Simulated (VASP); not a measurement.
An input for Ansatz (written as the equivalent of a VASP run, and not itself run):

Ansatz 0.2 input:
```yaml
crystal:
  lattice:
    - [0.0000000, 1.9485693, 1.9485693]
    - [1.9485693, 0.0000000, 1.9485693]
    - [1.9485693, 1.9485693, 0.0000000]
  atoms:
    - { symbol: Al, position: [0.0000000, 0.0000000, 0.0000000] }
kpoints:
  mp_grid: { grid: [16, 16, 16] }
hamiltonian:
  xc: r2scan
  dispersion: rvv10
  pseudopotentials: { kind: paw }
scf:
  occupations: { method: methfessel_paxton, width: 0.1 }
  max_iter: 100
output: { forces: true, stress: true, eigenvalues: true }
```

Write the VASP files for the same calculation (r2SCAN+rVV10).

Several could match; the one computed here: 
**POSCAR**
```
Al
1
    0.0000000000     1.9485693152     1.9485693152
    1.9485693152     0.0000000000     1.9485693152
    1.9485693152     1.9485693152     0.0000000000
Al
1
Direct
  0.0000000000   0.0000000000   0.0000000000
```

### KPOINTS
```
K-points
0
gamma
  16 16 16
```

**INCAR**
```
SYSTEM = Al
PREC = Accurate
ENCUT = 520
EDIFF = 1E-7
NELM = 100
ALGO = Normal
LREAL = .FALSE.
LASPH = .TRUE.
ISMEAR = 1
SIGMA = 0.1
METAGGA = R2SCAN
LUSE_VDW = .TRUE.
BPARAM = 11.95
CPARAM = 0.0093
LMIXTAU = .TRUE.
LWAVE = .FALSE.
LCHARG = .FALSE.
ISIF = 2
```

POTCAR, in this order: Al (PBE.64 set). Program: vasp_std.

The two are equivalent in intent, not identical: each code has its own PAW files, so the cut-off isn't converted (ENCUT is set for VASP's; basis.ecutwfc is left out, and Ansatz then takes the one that its files recommend); Ansatz stops its SCF on the density residual and VASP on the energy change (EDIFF).

The compound is Al in the fcc structure. This cell is one point of a volume scan, at 0.94 of the reference volume.
